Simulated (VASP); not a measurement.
Method: PBE GGA, VASP's PBE PAW potentials (set 64) (plane waves; VASP 6.6.1).

VASP ran on this input.

### POSCAR
```
Be
1
    1.1687560000    -1.9896340000     0.0000000000
    1.1687560000     1.9896340000     0.0000000000
    0.0000000000     0.0000000000     3.5425540000
Be
2
Direct
  0.3333330000   0.6666670000   0.2500000000
  0.6779650000   0.3446310000   0.7500000000
```

INCAR:
```
# general
SYSTEM = Be
PREC   = Accurate
ENCUT  = 400   # plane-wave cut-off (eV)
LREAL  = .FALSE.
LASPH  = .TRUE.   # aspherical one-centre terms
ISYM   = 1

# electronic loop
EDIFF  = 1E-6   # SCF stop (eV)
NELM   = 100
ALGO   = Normal

# smearing
ISMEAR = 1
SIGMA  = 0.1   # width (eV)

# functional
GGA    = PE   # PBE

# ions
ISIF   = 2   # forces and stress, cell fixed

# output
LWAVE  = .FALSE.
LCHARG = .FALSE.
```

KPOINTS:
```
Automatic mesh
0
Gamma
16 16 9
0 0 0
```

POTCAR, in this order: Be (PBE.64 set). Program: vasp_std.

Output of the run:

**OUTCAR**
```
 ion  position               nearest neighbor table
   1  0.333  0.667  0.250-   2 2.21   2 2.21   2 2.21   2 2.21   2 2.24   2 2.24
   2  0.678  0.345  0.750-   1 2.21   1 2.21   1 2.21   1 2.21   1 2.24   1 2.24
  LATTYP: Found a base centered orthorhombic cell.
 ALAT       =     2.3375120000
 B/A-ratio  =     1.7023519024
 C/A-ratio  =     1.5155233428
 Subroutine PRICEL returns:
 Original cell was already a primitive cell.
 Subroutine GETGRP returns: Found  4 space group operations
The static configuration has the point symmetry C_1 .
 The point group associated with its full space group is C_2h.
The dynamic configuration has the point symmetry C_1 .
 Subroutine INISYM returns: Found  4 space group operations
 Subroutine IBZKPT returns following result:
 Found    650 irreducible k-points:

 Following reciprocal coordinates:
            Coordinates               Weight
  0.000000  0.000000  0.000000      1.000000
  0.062500 -0.000000  0.000000      2.000000
 -0.000000  0.062500  0.000000      2.000000
  0.125000 -0.000000  0.000000      2.000000
 -0.000000  0.125000  0.000000      2.000000
  0.187500 -0.000000  0.000000      2.000000
...
```

File OSZICAR:
```
       N       E                     dE             d eps       ncg     rms          rms(c)
DAV:   1    -0.378871496199E+01   -0.37887E+01   -0.15281E+03  7920   0.441E+02
DAV:   2    -0.755371536372E+01   -0.37650E+01   -0.36533E+01 12126   0.517E+01
DAV:   3    -0.757654246450E+01   -0.22827E-01   -0.22820E-01  9768   0.382E+00
DAV:   4    -0.757656481695E+01   -0.22352E-04   -0.22352E-04 11616   0.114E-01
DAV:   5    -0.757656485050E+01   -0.33551E-07   -0.32815E-07  9768   0.178E-03    0.119E+00
DAV:   6    -0.753455099924E+01    0.42014E-01   -0.54863E-03  9054   0.103E+00    0.727E-01
DAV:   7    -0.751718021768E+01    0.17371E-01   -0.64044E-03  9246   0.108E+00    0.262E-02
DAV:   8    -0.751716219409E+01    0.18024E-04   -0.13913E-05 11274   0.425E-02    0.871E-03
DAV:   9    -0.751716116379E+01    0.10303E-05   -0.25445E-06  9672   0.200E-02    0.910E-04
DAV:  10    -0.751716105793E+01    0.10586E-06   -0.41754E-09  6132   0.682E-04
   1 F= -.75171611E+01 E0= -.75171436E+01  d E =-.524359E-04
```

### OUTCAR
```
------------------------ aborting loop because EDIFF is reached ----------------------------------------
  FORCE on cell =-STRESS in cart. coord.  units (eV):
  Direction    XX          YY          ZZ          XY          YZ          ZX
  --------------------------------------------------------------------------------------
  Total       -0.9869470     -0.4563639      0.1550793     -0.0428477      0.0000000      0.0000000
  in kB      -95.9756103    -44.3790857     15.0806827     -4.1667181      0.0000000      0.0000000
  external PRESSURE =     -41.7580044 kB  Pullay stress =       0.0000000 kB
  volume of cell :       16.48
      direct lattice vectors                 reciprocal lattice vectors
     1.168756000 -1.989634000  0.000000000     0.427805290 -0.251302501  0.000000000
     1.168756000  1.989634000  0.000000000     0.427805290  0.251302501  0.000000000
     0.000000000  0.000000000  3.542554000     0.000000000  0.000000000  0.282282218
 POSITION                                       TOTAL-FORCE (eV/Angst)
 -----------------------------------------------------------------------------------
      1.16876      0.66321      0.88564         0.094954      0.033580      0.000000
      1.19517     -0.66321      2.65692        -0.094954     -0.033580      0.000000
 -----------------------------------------------------------------------------------
    total drift:                                0.000000     -0.000000     -0.000000
  FREE ENERGIE OF THE ION-ELECTRON SYSTEM (eV)
  ---------------------------------------------------
  free  energy   TOTEN  =        -7.5171610579 eV

  energy  without entropy=       -7.5171086220  energy(sigma->0) =       -7.51714358
```
(Selected blocks of OUTCAR.)

The compound is Be in the hcp structure. The cell was not relaxed at this level, atoms are displaced from their ideal sites. The run is one of a series of settings (ISYM = 1 against the base run), some of them coarse on purpose.
